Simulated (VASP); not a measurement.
Output of a VASP run:

**OUTCAR**
```
 ion  position               nearest neighbor table
   1  0.000  0.000  0.000-   2 1.97   2 1.97   2 1.97   2 1.97
   2  0.250  0.250  0.250-   1 1.97   1 1.97   1 1.97   1 1.97
  LATTYP: Found a face centered cubic cell.
 ALAT       =     4.5400000000
 Subroutine PRICEL returns:
 Original cell was already a primitive cell.
 Subroutine GETGRP returns: Found 24 space group operations
The static configuration has the point symmetry T_d .
The dynamic configuration has the point symmetry T_d .
 Subroutine INISYM returns: Found 24 space group operations
 Subroutine IBZKPT returns following result:
 Found     56 irreducible k-points:

 Following reciprocal coordinates:
            Coordinates               Weight
  0.000000  0.000000  0.000000      1.000000
  0.090909  0.000000  0.000000      8.000000
  0.181818  0.000000  0.000000      8.000000
  0.272727  0.000000  0.000000      8.000000
  0.363636  0.000000  0.000000      8.000000
  0.454545  0.000000  0.000000      8.000000
  0.090909  0.090909  0.000000      6.000000
  0.181818  0.090909  0.000000     24.000000
  0.272727  0.090909  0.000000     24.000000
  0.363636  0.090909  0.000000     24.000000
  0.454545  0.090909  0.000000     24.000000
 -0.454545  0.090909  0.000000     24.000000
 -0.363636  0.090909  0.000000     24.000000
 -0.272727  0.090909  0.000000     24.000000
 -0.181818  0.090909  0.000000     24.000000
 -0.090909  0.090909  0.000000     12.000000
  0.181818  0.181818  0.000000      6.000000
  0.272727  0.181818  0.000000     24.000000
  0.363636  0.181818  0.000000     24.000000
  0.454545  0.181818  0.000000     24.000000
 -0.454545  0.181818  0.000000     24.000000
 -0.363636  0.181818  0.000000     24.000000
 -0.272727  0.181818  0.000000     24.000000
 -0.181818  0.181818  0.000000     12.000000
  0.272727  0.272727  0.000000      6.000000
  0.363636  0.272727  0.000000     24.000000
  0.454545  0.272727  0.000000     24.000000
 -0.454545  0.272727  0.000000     24.000000
 -0.363636  0.272727  0.000000     24.000000
 -0.272727  0.272727  0.000000     12.000000
  0.363636  0.363636  0.000000      6.000000
  0.454545  0.363636  0.000000     24.000000
 -0.454545  0.363636  0.000000     24.000000
 -0.363636  0.363636  0.000000     12.000000
  0.454545  0.454545  0.000000      6.000000
 -0.454545  0.454545  0.000000     12.000000
  0.272727  0.181818  0.090909     24.000000
  0.363636  0.181818  0.090909     48.000000
  0.454545  0.181818  0.090909     48.000000
 -0.454545  0.181818  0.090909     48.000000
   k-points           NKPTS =     56   k-points in BZ     NKDIM =     56   number of bands    NBANDS=      8
   number of dos      NEDOS =    601   number of ions     NIONS =      2
   total plane-waves  NPLWV =  13824
   dimension x,y,z NGX =    24 NGY =   24 NGZ =   24
   dimension x,y,z NGXF=    48 NGYF=   48 NGZF=   48
   ions per type =               1   1
   PREC   = accura    normal or accurate (medium, high low for compatibility)
   ISTART =      0    job   : 0-new  1-cont  2-samecut
   ICHARG =      2    charge: 1-file 2-atom 10-const
   ISPIN  =      1    spin polarized calculation?
   LNONCOLLINEAR =      F non collinear calculations
   LSORBIT =      F    spin-orbit coupling
   INIWAV =      1    electr: 0-lowe 1-rand  2-diag
   ENCUT  =  520.0 eV  38.22 Ry    6.18 a.u.   5.97  5.97  5.97*2*pi/ulx,y,z
   NELM   =    100;   NELMIN=  2; NELMDL= -5     # of ELM steps
   EDIFF  = 0.1E-06   stopping-criterion for ELM
   LREAL  =      F    real-space projection
   NLSPLINE    = F    spline interpolate recip. space projectors
   LMAXMIX     =    2 max onsite mixed and CHGCAR
   VOSKOWN=      0    Vosko Wilk Nusair interpolation
   EDIFFG = 0.1E-05   stopping-criterion for IOM
   NSW    =      0    number of steps for IOM
   NBLOCK =      1;   KBLOCK =      1    inner block; outer block
   IBRION =     -1    ionic relax: 0-MD 1-quasi-New 2-CG
...
```

File OSZICAR:
```
       N       E                     dE             d eps       ncg     rms          rms(c)
DAV:   1     0.110164540319E+02    0.11016E+02   -0.41189E+03   896   0.900E+02
DAV:   2    -0.117499874749E+02   -0.22766E+02   -0.22529E+02  1472   0.111E+02
DAV:   3    -0.119813295314E+02   -0.23134E+00   -0.23134E+00  1024   0.147E+01
DAV:   4    -0.119818985031E+02   -0.56897E-03   -0.56897E-03  1440   0.744E-01
DAV:   5    -0.119818988445E+02   -0.34134E-06   -0.34134E-06  1072   0.139E-02    0.667E+00
DAV:   6    -0.113976300260E+02    0.58427E+00   -0.16045E+00   992   0.691E+00    0.362E+00
DAV:   7    -0.113079438270E+02    0.89686E-01   -0.26128E-01  1360   0.307E+00    0.127E+00
DAV:   8    -0.112999566077E+02    0.79872E-02   -0.32728E-02  1072   0.120E+00    0.240E-01
DAV:   9    -0.113001090081E+02   -0.15240E-03   -0.33872E-04  1264   0.183E-01    0.178E-01
DAV:  10    -0.113002164182E+02   -0.10741E-03   -0.24436E-04   992   0.125E-01    0.287E-02
DAV:  11    -0.113002258638E+02   -0.94457E-05   -0.12009E-05  1232   0.326E-02    0.460E-02
DAV:  12    -0.113002257522E+02    0.11161E-06   -0.44836E-06  1056   0.122E-02    0.116E-02
DAV:  13    -0.113002258071E+02   -0.54837E-07   -0.92686E-08   584   0.297E-03
   1 F= -.11300226E+02 E0= -.11300226E+02  d E =0.000000E+00
```

OUTCAR:
```
------------------------ aborting loop because EDIFF is reached ----------------------------------------
  FORCE on cell =-STRESS in cart. coord.  units (eV):
  Direction    XX          YY          ZZ          XY          YZ          ZX
  --------------------------------------------------------------------------------------
  Total       -0.0202556     -0.0202556     -0.0202556      0.0000000     -0.0000000      0.0000000
  in kB       -1.3872297     -1.3872297     -1.3872297      0.0000000     -0.0000000      0.0000000
  external PRESSURE =      -1.3872297 kB  Pullay stress =       0.0000000 kB
  volume of cell :       23.39
      direct lattice vectors                 reciprocal lattice vectors
     0.000000000  2.270000000  2.270000000    -0.220264317  0.220264317  0.220264317
     2.270000000  0.000000000  2.270000000     0.220264317 -0.220264317  0.220264317
     2.270000000  2.270000000  0.000000000     0.220264317  0.220264317 -0.220264317
  FREE ENERGIE OF THE ION-ELECTRON SYSTEM (eV)
  ---------------------------------------------------
  free  energy   TOTEN  =       -11.3002258071 eV

  energy  without entropy=      -11.3002258071  energy(sigma->0) =      -11.30022581

 total charge

# of ion       s       p       d       tot
------------------------------------------
    1        0.663   1.273   0.000   1.937
    2        0.990   1.578   0.000   2.568
--------------------------------------------------
tot          1.653   2.851   0.000   4.504
```
(Selected blocks of OUTCAR.)

POSCAR:
```
BP
1
    0.0000000000     2.2700000000     2.2700000000
    2.2700000000     0.0000000000     2.2700000000
    2.2700000000     2.2700000000     0.0000000000
B P
1 1
Direct
  0.0000000000   0.0000000000   0.0000000000
  0.2500000000   0.2500000000   0.2500000000
```

### Question
Reconstruct the remaining input files.

### Answer
One answer among several that fit: the input of the run itself, rev-vdW-DF2, plane waves, VASP's PBE PAW potentials (set 64).

**INCAR**
```
LORBIT = 11   ! lm-projected
PARAM2 = 0.7114
PARAM1 = 0.1234568
ISIF = 2   ! forces and stress, cell fixed
ISMEAR = -5
ENCUT = 520   ! plane-wave cut-off (eV)
AGGAC = 0.0
LASPH = .TRUE.   ! aspherical one-centre terms
LWAVE = .FALSE.
LREAL = .FALSE.   ! projection in real space or not
ALGO = Normal
PREC = Accurate
LUSE_VDW = .TRUE.
NELM = 100
NEDOS = 601
LCHARG = .TRUE.
GGA = MK
EDIFF = 1E-7   ! SCF stop (eV)
SYSTEM = BP
ZAB_VDW = -1.8867
```

**KPOINTS**
```
Automatic mesh
0
Gamma
11 11 11
0 0 0
```

POTCAR, in this order: B P (PBE.64 set). Program: vasp_std.

The compound is BP in the zinc blende structure. The cell was not relaxed at this level.
